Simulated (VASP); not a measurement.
Input for VASP

**INCAR**
```
# general
SYSTEM   = As
PREC     = Accurate
ENCUT    = 520
LREAL    = .FALSE.
LASPH    = .TRUE.

# electronic loop
EDIFF    = 1E-6
NELM     = 100
ALGO     = Normal
LMAXMIX  = 4
LMIXTAU  = .TRUE.

# smearing
ISMEAR   = 1
SIGMA    = 0.1

# functional
METAGGA  = R2SCAN
LUSE_VDW = .TRUE.
BPARAM   = 11.95
CPARAM   = 0.0093

# ions
IBRION   = 2
NSW      = 60
ISIF     = 3
EDIFFG   = -0.01

# output
LWAVE    = .FALSE.
LCHARG   = .FALSE.
```

**KPOINTS**
```
Automatic mesh
0
Gamma
11 11 11
0 0 0
```

**POSCAR**
```
As
1
    3.6803640000    -1.8800000000     0.0000000000
    3.6803640000     1.8800000000     0.0000000000
    2.7200240000     0.0000000000     3.1114220000
As
2
Direct
  0.2270000000   0.2270000000   0.2270000000
  0.7730000000   0.7730000000   0.7730000000
```

POTCAR, in this order: As (PBE.64 set). Program: vasp_std.

### Question
Write an equivalent input for Ansatz.

### Answer
One equivalent input (not run):
Ansatz 0.2 input:
```yaml
crystal:
  lattice:
    - [3.6803640, -1.8800000, 0.0000000]
    - [3.6803640, 1.8800000, 0.0000000]
    - [2.7200240, 0.0000000, 3.1114220]
  atoms:
    - { symbol: As, position: [0.2270000, 0.2270000, 0.2270000] }
    - { symbol: As, position: [0.7730000, 0.7730000, 0.7730000] }
kpoints:
  mp_grid: { grid: [11, 11, 11] }
hamiltonian:
  xc: r2scan
  dispersion: rvv10
  pseudopotentials: { kind: paw }
scf:
  occupations: { method: methfessel_paxton, width: 0.1 }
  max_iter: 100
relax:
  max_steps: 60
  f_tol: 0.01
  cell: {}
output: { forces: true, stress: true, eigenvalues: true }
```
Limits of the translation: each code has its own PAW files, so the cut-off isn't converted (ENCUT is set for VASP's; basis.ecutwfc is left out, and Ansatz then takes the one that its files recommend); Ansatz stops its SCF on the density residual and VASP on the energy change (EDIFF).

The compound is As in the a7 structure. This run relaxes it. Symmetry was kept, so distortions that lower it aren't found.
